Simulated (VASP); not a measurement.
# Ca2C (Fm-3m) in VASP: a series of runs, part 2 of 2

VASP 6.6.1. The steps go on from the part before.

**5. Single point, PBE**

The input, INCAR:

```
  PREC = Accurate
  ENCUT = 520
  EDIFF = 1E-7
  ISMEAR = 0
  SIGMA = 0.001
  LREAL = F
  LASPH = T
  NELM = 100
  ALGO = Normal
  ISIF = 2
  LWAVE = F
  LCHARG = F
  GGA = PE
  NBANDS = 19
```

The input, KPOINTS:

```
Automatic mesh
0
Gamma
  6 6 6
```

The input, POSCAR:

```
Ca2C
1.0
    0.0000000000      3.1285803947      3.1285803947
    3.1285803947      0.0000000000      3.1285803947
    3.1285803947      3.1285803947      0.0000000000
C Ca
1 2
Direct
    0.0000000000      0.0000000000      0.0000000000
    0.2500000000      0.2500000000      0.2500000000
    0.7500000000      0.7500000000      0.7500000000
```

Potentials or basis: VASP PAW PBE potentials, release 64 (C, Ca_sv).

Started as:

```bash
$ cat potpaw_PBE.64/C/POTCAR potpaw_PBE.64/Ca_sv/POTCAR > POTCAR
$ mpirun -np 1 vasp_std > vasp.out
```

OUTCAR:

```text
PREC = Accurate
   ENCUT = 520
   EDIFF = 1E-7
   ISMEAR = 0
   LREAL = F
   LASPH = T
   NELM = 100
   ISIF = 2
   GGA = PE

 ion  position               nearest neighbor table
   1  0.000  0.000  0.000-
   2  0.250  0.250  0.250-   3 3.13   3 3.13   3 3.13   3 3.13   3 3.13   3 3.13
   3  0.750  0.750  0.750-   2 3.13   2 3.13   2 3.13   2 3.13   2 3.13   2 3.13

  LATTYP: Found a face centered cubic cell.
 ALAT       =     6.2571607894

  Lattice vectors:

 A1 = (   0.0000000000,   3.1285803947,   3.1285803947)
 A2 = (   3.1285803947,   0.0000000000,   3.1285803947)
 A3 = (   3.1285803947,   3.1285803947,   0.0000000000)

Analysis of symmetry for initial positions (statically):
=====================================================================
 Subroutine PRICEL returns:
 Original cell was already a primitive cell.

 Routine SETGRP: Setting up the symmetry group for a
 face centered cubic supercell.

 Subroutine GETGRP returns: Found 48 space group operations
 (whereof 48 operations were pure point group operations)
 out of a pool of 48 trial point group operations.

The static configuration has the point symmetry O_h .

Analysis of symmetry for dynamics (positions and initial velocities):
=====================================================================
 Subroutine PRICEL returns:
 Original cell was already a primitive cell.

 Routine SETGRP: Setting up the symmetry group for a
 face centered cubic supercell.

 Subroutine GETGRP returns: Found 48 space group operations
 (whereof 48 operations were pure point group operations)
 out of a pool of 48 trial point group operations.

The dynamic configuration has the point symmetry O_h .

 Subroutine INISYM returns: Found 48 space group operations
 (whereof 48 operations are pure point group operations),
 and found     1 'primitive' translations

----------------------------------------------------------------------------------------

                                     Primitive cell

  volume of cell :      61.2452

  direct lattice vectors                    reciprocal lattice vectors
     0.000000000  3.128580395  3.128580395    -0.159816894  0.159816894  0.159816894
     3.128580395  0.000000000  3.128580395     0.159816894 -0.159816894  0.159816894
     3.128580395  3.128580395  0.000000000     0.159816894  0.159816894 -0.159816894

  length of vectors
     4.424480825  4.424480825  4.424480825     0.276810980  0.276810980  0.276810980

  position of ions in fractional coordinates (direct lattice)
     0.000000000  0.000000000  0.000000000
     0.250000000  0.250000000  0.250000000
     0.750000000  0.750000000  0.750000000

  ion indices of the primitive-cell ions
   primitive index   ion index
                 1           1
                 2           2
                 3           3

----------------------------------------------------------------------------------------

 KPOINTS: Automatic mesh

Automatic generation of k-mesh.
 Grid dimensions read from file:
 generate k-points for:    6    6    6

 Generating k-lattice:

  Cartesian coordinates                     Fractional coordinates (reciprocal lattice)
    -0.026636149  0.026636149  0.026636149     0.166666667  0.000000000  0.000000000
     0.026636149 -0.026636149  0.026636149     0.000000000  0.166666667  0.000000000
     0.026636149  0.026636149 -0.026636149     0.000000000  0.000000000  0.166666667

  Length of vectors
     0.046135163  0.046135163  0.046135163

  Shift w.r.t. Gamma in fractional coordinates (k-lattice)
     0.000000000  0.000000000  0.000000000

 Subroutine IBZKPT returns following result:
 ===========================================

 Found     16 irreducible k-points:

 Following reciprocal coordinates:
            Coordinates               Weight
  0.000000  0.000000  0.000000      1.000000
  0.166667  0.000000  0.000000      8.000000
  0.333333  0.000000  0.000000      8.000000
  0.500000  0.000000  0.000000      4.000000
  0.166667  0.166667  0.000000      6.000000
  0.333333  0.166667  0.000000     24.000000
[... 8 lines left out ...]
 -0.333333  0.333333  0.166667     24.000000
 -0.333333  0.500000  0.166667     12.000000
   k-points           NKPTS =     16   k-points in BZ     NKDIM =     16   number of bands    NBANDS=     19
   number of dos      NEDOS =    301   number of ions     NIONS =      3
   total plane-waves  NPLWV =  46656
   dimension x,y,z NGX =    36 NGY =   36 NGZ =   36
   dimension x,y,z NGXF=    72 NGYF=   72 NGZF=   72
   ions per type =               1   2
   NGX,Y,Z   is equivalent  to a cutoff of  13.53, 13.53, 13.53 a.u.
   NGXF,Y,Z  is equivalent  to a cutoff of  27.05, 27.05, 27.05 a.u.
 SYSTEM =  unknown system
   PREC   = accura    normal or accurate (medium, high low for compatibility)
   ISTART =      0    job   : 0-new  1-cont  2-samecut
   ICHARG =      2    charge: 1-file 2-atom 10-const
   ISPIN  =      1    spin polarized calculation?
   LNONCOLLINEAR =      F non collinear calculations
   LSORBIT =      F    spin-orbit coupling
   LASPH  =      T    aspherical Exc in radial PAW
   ENCUT  =  520.0 eV  38.22 Ry    6.18 a.u.   8.23  8.23  8.23*2*pi/ulx,y,z
   NELM   =    100;   NELMIN=  2; NELMDL= -5     # of ELM steps
   EDIFF  = 0.1E-06   stopping-criterion for ELM
   LREAL  =      F    real-space projection
   EDIFFG = 0.1E-05   stopping-criterion for IOM
   NSW    =      0    number of steps for IOM
   IBRION =     -1    ionic relax: 0-MD 1-quasi-New 2-CG
   NFREE  =      0    steps in history (QN), initial steepest desc. (CG)
   ISIF   =      2    stress and relaxation
   ISYM   =      2    0-nonsym 1-usesym 2-fastsym
   POTIM  = 0.5000    time-step for ionic-motion
   TEBEG  =    0.0;   TEEND  =   0.0 temperature during run
   PSTRESS=    0.0 pullay stress
   NELECT =      24.0000    total number of electrons
   NUPDOWN=      -1.0000    fix difference up-down
   EMIN   =  10.00;   EMAX   =-10.00  energy-range for DOS
   EFERMI =   0.00;   METHOD = LEGACY
   ISMEAR =     0;   SIGMA  =   0.00  broadening in eV -4-tet -1-fermi 0-gaus
   EFERMI_NEDOS =   21; number of points for ismear=-14 and -15
   IALGO  =     38    algorithm
   IMIX   =      4    mixing-type and parameters
     AMIX     =   0.40;   BMIX     =  1.00
     AMIX_MAG =   1.60;   BMIX_MAG =  1.00
  volume/ion in A,a.u.               =      20.42       137.77
  Fermi-wavevector in a.u.,A,eV,Ry     =   1.197994  2.263880 19.526936  1.435189
  Thomas-Fermi vector in A             =   2.333894
   LORBIT       =      0    0 simple, 1 ext, 2 COOP (PROOUT), +10 PAW based schemes
   GGA     = PE    functional components
   LHFCALC =     F    Hartree Fock is set to
   AEXX    =    0.0000 exact exchange contribution
   IVDW    =     0    specifies the selected vdW correction
   LEPSILON=     F    determine dielectric tensor
   LRPA    =     F    only Hartree local field effects (RPA)
 non-spin polarized calculation
 Gauss-broadening in eV      SIGMA  =   0.00
  energy-cutoff  :      520.00
  volume of cell :       61.25
 maximum number of plane-waves:      1676
 NGX is ok and might be reduce to    36
   NGX = 17   NGY = 17   NGZ = 17

 number of electron      24.0000003 magnetization

 Free energy of the ion-electron system (eV)
  ---------------------------------------------------
  ext. energy  EPLUGINS =         0.00000000
  ---------------------------------------------------
  free energy    TOTEN  =       -12.06182110 eV

  energy without entropy =      -12.06182110  energy(sigma->0) =      -12.06182110

 E-fermi :   3.3586     XC(G=0):  -9.4874

 val. band max:        3.2551053252   @ k =   0.5000   0.5000   0.0000
 cond. band min:       3.4591960806   @ k =   0.5000   0.5000   0.0000
 fundamental gap:      0.2040907554
 Fermi energy:         3.3586446957

 k-point     1 :       0.0000    0.0000    0.0000
  band No.  band energies     occupation
      1     -37.0463      2.00000
      2     -36.8330      2.00000
      3     -18.2133      2.00000
      4     -18.2133      2.00000
      5     -18.2133      2.00000
      6     -17.7772      2.00000
[... 11 lines left out ...]
     18       9.0548      0.00000
     19       9.8402      0.00000
[... 309 lines left out ...]
 k-point    16 :      -0.3333    0.5000    0.1667
  band No.  band energies     occupation
      1     -36.9539      2.00000
      2     -36.9184      2.00000
      3     -18.4029      2.00000
      4     -18.3401      2.00000
      5     -18.1675      2.00000
      6     -17.8702      2.00000
[... 11 lines left out ...]
     18       7.8361      0.00000
     19       8.7019      0.00000

------------------------ aborting loop because EDIFF is reached ----------------------------------------

  FORCE on cell =-STRESS in cart. coord.  units (eV):
  Direction    XX          YY          ZZ          XY          YZ          ZX
  --------------------------------------------------------------------------------------
  -------------------------------------------------------------------------------------
  Total        0.3525635      0.3525635      0.3525635      0.0000000     -0.0000000      0.0000000
  in kB        9.2230813      9.2230813      9.2230813      0.0000000     -0.0000000      0.0000000
  external PRESSURE =       9.2230813 kB  Pullay stress =       0.0000000 kB

 VOLUME and BASIS-vectors are now :
 -----------------------------------------------------------------------------
  energy-cutoff  :      520.00
  volume of cell :       61.25
      direct lattice vectors                 reciprocal lattice vectors
     0.000000000  3.128580395  3.128580395    -0.159816894  0.159816894  0.159816894
     3.128580395  0.000000000  3.128580395     0.159816894 -0.159816894  0.159816894
     3.128580395  3.128580395  0.000000000     0.159816894  0.159816894 -0.159816894

 POSITION                                       TOTAL-FORCE (eV/Angst)
 -----------------------------------------------------------------------------------
      0.00000      0.00000      0.00000        -0.000000      0.000000     -0.000000
      1.56429      1.56429      1.56429         0.000000      0.000000     -0.000000
      4.69287      4.69287      4.69287         0.000000     -0.000000      0.000000
 -----------------------------------------------------------------------------------
    total drift:                                0.000000      0.000000      0.000000

  FREE ENERGIE OF THE ION-ELECTRON SYSTEM (eV)
  ---------------------------------------------------
  free  energy   TOTEN  =       -12.0618211007 eV

  energy  without entropy=      -12.0618211007  energy(sigma->0) =      -12.06182110
```

OSZICAR:

```text
N       E                     dE             d eps       ncg     rms          rms(c)
DAV:   1     0.205990029568E+03    0.20599E+03   -0.12385E+04   608   0.123E+03
DAV:   2     0.442191750103E+00   -0.20555E+03   -0.20248E+03   638   0.351E+02
DAV:   3    -0.143261001931E+02   -0.14768E+02   -0.14694E+02  1117   0.729E+01
DAV:   4    -0.147553794887E+02   -0.42928E+00   -0.42881E+00   864   0.128E+01
DAV:   5    -0.147671843153E+02   -0.11805E-01   -0.11804E-01   956   0.154E+00    0.896E+00
DAV:   6    -0.123273949031E+02    0.24398E+01   -0.25921E+01   747   0.129E+01    0.407E+00
DAV:   7    -0.121044624844E+02    0.22293E+00   -0.19947E+00   719   0.552E+00    0.186E+00
DAV:   8    -0.120648468531E+02    0.39616E-01   -0.20665E-01   804   0.302E+00    0.443E-01
DAV:   9    -0.120615677908E+02    0.32791E-02   -0.29975E-02   797   0.737E-01    0.200E-01
DAV:  10    -0.120617794196E+02   -0.21163E-03   -0.21526E-03   895   0.295E-01    0.494E-02
DAV:  11    -0.120618443723E+02   -0.64953E-04   -0.37496E-04   893   0.794E-02    0.346E-02
DAV:  12    -0.120618209510E+02    0.23421E-04   -0.17074E-04   821   0.700E-02    0.446E-03
DAV:  13    -0.120618211105E+02   -0.15950E-06   -0.59005E-06   864   0.142E-02    0.102E-03
DAV:  14    -0.120618211007E+02    0.98457E-08   -0.33937E-07   762   0.306E-03
   1 F= -.12061821E+02 E0= -.12061821E+02  d E =0.000000E+00
```

Run time: 22 s. Hardware: 1 thread of Intel Xeon Platinum 8488C (Sapphire Rapids), shared host; peak memory 0.2 GiB.

What came out:

- Free energy: -12.0618 eV
- Pressure: 0.9 GPa
- Band gap on the k mesh: 0.20 eV, direct

A k mesh can miss the band edges. As with any semilocal functional, this PBE gap is likely too small.

**6. Overview**

```tsv
level	k mesh	smearing	exchange at q = 0	grid for exact exchange (PRECFOCK)	screening parameter	share of exact exchange	mesh quality	gap on the mesh (eV)	pressure (GPa)
HSE06	4 × 4 × 4	gaussian 0.01 eV	truncated	Normal	0.2079 1/A	-	coarse	0.82	0.6
PBE	6 × 6 × 6	gaussian 0.01 eV	-	-	-	-	not flagged	0.20	0.9
PBE-based screened hybrid	4 × 4 × 4	gaussian 0.01 eV	truncated	Normal	0.2078	0.1	coarse	0.43	0.8
PBE	6 × 6 × 6	gaussian 0.001 eV	-	-	-	-	not flagged	0.20	0.9
```

Alike in all rows: task single point; potentials or basis VASP PAW PBE potentials, release 64 (C, Ca_sv); no spin polarisation; cell as given; cutoff (eV) 520.

Caveats: some runs use coarse meshes; the PAW data sets were made with another functional, which shifts forces and pressure a little (some runs).

Absolute energies hang on the potentials; compare differences alone.
